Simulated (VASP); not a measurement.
Energy against volume of Ir (fcc). Method: rev-vdW-DF2, VASP's PBE PAW potentials (set 64) (plane waves; VASP). Run with 520 eV cut-off, 16×16×16 Γ-centred mesh, first-order Methfessel-Paxton smearing of 0.10 eV, potentials Ir.

| V (Å³/atom) | E (eV/atom) |
|---|---|
| 13.520 | -6.73383 |
| 13.952 | -6.78622 |
| 14.383 | -6.80310 |
| 14.814 | -6.79041 |

Problem. Fit these four points and predict the energy of the run at 15.246 Å³/atom.

Solution. A cubic in V^(−2/3), the third-order Birch-Murnaghan form, passes through the four points with V0 = 14.40 Å³/atom and B0 = 364 GPa, and gives -6.7529 eV/atom there. The run gave -6.7531 eV/atom, -0.2 meV/atom from the fit; all five points give B0 = 363 GPa.

The compound is Ir in the fcc structure. It was relaxed first.
